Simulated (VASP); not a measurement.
These are PBE GGA with D3 dispersion (zero damping), VASP's PBE PAW potentials (set 64) (plane waves; VASP) values and carry that method's errors.

VASP input:

**POSCAR**
```
SrCl2
1
    0.0000000000     3.4962028530     3.4962028530
    3.4962028530    -0.0000000000     3.4962028530
    3.4962028530     3.4962028530    -0.0000000000
Sr Cl
1 2
Direct
  1.0000000000   0.0000000000   1.0000000000
  0.2500000000   0.2500000000   0.2500000000
  0.7500000000   0.7500000000   0.7500000000
```

**INCAR**
```
SYSTEM = SrCl2
PREC = Accurate
ENCUT = 520
EDIFF = 1E-7
NELM = 100
ALGO = Normal
LREAL = .FALSE.
LASPH = .TRUE.
ISMEAR = -5
GGA = PE
IVDW = 11
LMAXMIX = 4
LWAVE = .FALSE.
LCHARG = .TRUE.
LORBIT = 11
NEDOS = 601
ISIF = 2
LEFG = .TRUE.
```

File KPOINTS:
```
Automatic
0
gamma
6 6 6
0 0 0
```

POTCAR, in this order: Sr_sv Cl (PBE.64 set). Program: vasp_std.

Question: What will the output report for the number of irreducible k-points (NKPTS), largest plane-wave count, number of space-group operations, FFT grid (NGX, NGY, NGZ)?

Answer: 
```json
{
  "number of irreducible k-points (NKPTS)": "16",
  "largest_plane_wave_count": "2332",
  "number_of_space_group_operations": "48",
  "FFT grid (NGX, NGY, NGZ)": "40 × 40 × 40"
}
```

The compound is SrCl2 in the fluorite structure. It was relaxed first.
